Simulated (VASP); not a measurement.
## N2: relaxation of the atoms with PBEsol

Molecule: N2, in a box.

```xyz
2
Lattice="10.0000 0.0000 0.0000 0.0000 10.5000 0.0000 0.0000 0.0000 11.0000" Properties=species:S:1:pos:R:3 pbc="T T T"
N     5.0000    5.2500    4.9500
N     5.0000    5.2500    6.0500
```

```
Program                : VASP 6.6.1
Task                   : relaxation of the atoms
Functional             : PBEsol
Potentials or basis    : VASP PAW PBE potentials, release 64 (N)
Cutoff                 : 520 eV
k mesh                 : 1 × 1 × 1
Occupations            : gaussian, width 0.02 eV
Spin                   : no spin polarisation
Further INCAR settings : ALGO = Normal; EDIFF = 1e-07; ISYM = 0; IBRION = 2; EDIFFG = -0.005; NSW = 90
```

```
Energy gained by relaxing       : 5.3 meV/atom
Ionic steps                     : 10
Gap between the frontier levels : 8.05 eV
```

The path:
```
step  energy change (eV)  largest force (eV/Å)  pressure (GPa)
   1              0.0000                1.8631            0.09
   2              1.4167               13.6534           -0.81
   3             -0.0106                0.1438           -0.02
   4             -0.0107                0.0061           -0.01
   5             -0.0107                0.0295           -0.01
   6             -0.0107                0.0242           -0.01
   7             -0.0107                0.0081           -0.01
   8             -0.0107                0.0065           -0.01
   9             -0.0107                0.0050           -0.01
  10             -0.0107                0.0020           -0.01
```

Final structure:
```xyz
2
Lattice="10.0000 0.0000 0.0000 0.0000 10.5000 0.0000 0.0000 0.0000 11.0000" Properties=species:S:1:pos:R:3 pbc="T T T"
N     5.0000    5.2500    4.9442
N     5.0000    5.2500    6.0558
```

Levels at points of the mesh, in eV from the valence-band top:
```tsv
k point	band 1	band 2	band 3	band 4	band 5	band 6	band 7	band 8	band 9
(0.00, 0.00, 0.00)	-18.01	-3.29	-1.42	-1.42	0.00	8.05	8.05	9.88	11.04
```

Wall time 3.5 min on 1 thread of Intel(R) Xeon(R) 6975P-C (Granite Rapids), on a shared host, peak memory 1 GiB.

Caveat: the standard files for N, O and F lose accuracy on very short bonds; the PAW data sets were made with another functional, which shifts forces and pressure a little. As with any semilocal functional, this PBEsol gap is likely too small.
